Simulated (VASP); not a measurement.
A convergence study with VASP on AlP (zinc blende): one setting is varied, all else stays as given below, so the limit is that of these other settings. ε∞ is the independent-particle value.

```
AlP
1.0
    0.00000     2.73000     2.73000
    2.73000     0.00000     2.73000
    2.73000     2.73000     0.00000
Al P
1 1
Direct
  0.00000   0.00000   0.00000
  0.25000   0.25000   0.25000
```

Computed with PBE GGA, VASP's PBE PAW potentials (set 64) (plane waves; VASP). The tightest run used: 550 eV cut-off, 7×7×7 Γ-centred mesh, Gaussian smearing of 0.050 eV, potentials Al P.

| setting | mean ε∞ | bands |
|---|---|---|
| NBANDS = 5 | 6.55 | 5 |
| NBANDS = 6 | 7.99 | 6 |
| NBANDS = 8 | 8.95 | 8 |

Question: These are the cheaper rows. Estimate the results at NBANDS = 132, and how far the last row shown lies from them.

Answer: 
| quantity | tightest run | last row shown is off by |
|---|---|---|
| mean ε∞ | 9.16 | -0.21 |

Left out are rungs that failed or repeat a setting and relaxations that didn't move; long series are thinned to 24 rows.

The compound is AlP in the zinc blende structure. The cell was not relaxed at this level.
